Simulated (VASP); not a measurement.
Set up this calculation in VASP 6.6.1, as the native input.

* Task: band structure
* Functional: TPSS
* Potentials or basis: VASP PAW PBE potentials, release 64 (Na_pv, Y_sv)
* Cutoff: 520 eV
* k mesh: 7 × 7 × 7
* Occupations: fermi-dirac, width 0.05 eV
* Spin: no spin polarisation
* Further INCAR settings: ALGO = Normal; EDIFF = 1e-07

The structure of NaY lies in POSCAR:

```
NaY
1.0
    4.0118800000      0.0000000000      0.0000000000
    0.0000000000      4.0118800000      0.0000000000
    0.0000000000      0.0000000000      4.0118800000
Na Y
1 1
Direct
    0.0000000000      0.0000000000      0.0000000000
    0.5000000000      0.5000000000      0.5000000000
```

The cell was built by a generator and needn't be a form met in nature.

The input as run:

INCAR

```
ALGO = Normal
EDIFF = 1E-7
ENCUT = 520
ISIF = 2
ISMEAR = -1
LASPH = T
LCHARG = F
LMAXMIX = 4
LMIXTAU = T
LREAL = F
LWAVE = F
METAGGA = TPSS
NELM = 60
PREC = Accurate
SIGMA = 0.05
```

KPOINTS

```
k-points
0
Gamma
  7 7 7
```

KPOINTS_OPT

```
path GXMGRX,MR
10
line-mode
reciprocal
 0.0000000000  0.0000000000  0.0000000000  G
 0.0000000000  0.5000000000  0.0000000000  X

 0.0000000000  0.5000000000  0.0000000000  X
 0.5000000000  0.5000000000  0.0000000000  M

 0.5000000000  0.5000000000  0.0000000000  M
 0.0000000000  0.0000000000  0.0000000000  G

 0.0000000000  0.0000000000  0.0000000000  G
 0.5000000000  0.5000000000  0.5000000000  R

 0.5000000000  0.5000000000  0.5000000000  R
 0.0000000000  0.5000000000  0.0000000000  X

 0.5000000000  0.5000000000  0.0000000000  M
 0.5000000000  0.5000000000  0.5000000000  R
```

Potentials or basis: VASP PAW PBE potentials, release 64 (Na_pv, Y_sv).

The run is started by

```console
$ cat potpaw_PBE.64/Na_pv/POTCAR potpaw_PBE.64/Y_sv/POTCAR > POTCAR
$ mpirun -np 1 vasp_std > vasp.out
```

Results of the run:

* Pressure: -0.1 GPa
* Band gap along the path: none (metal or under the smearing width)

Caveat: the PAW data sets were made with another functional, which shifts forces and pressure a little.

It took 95 s on 1 thread of Intel(R) Xeon(R) 6975P-C (Granite Rapids), with other jobs on the host, peak memory 0.19 GiB.
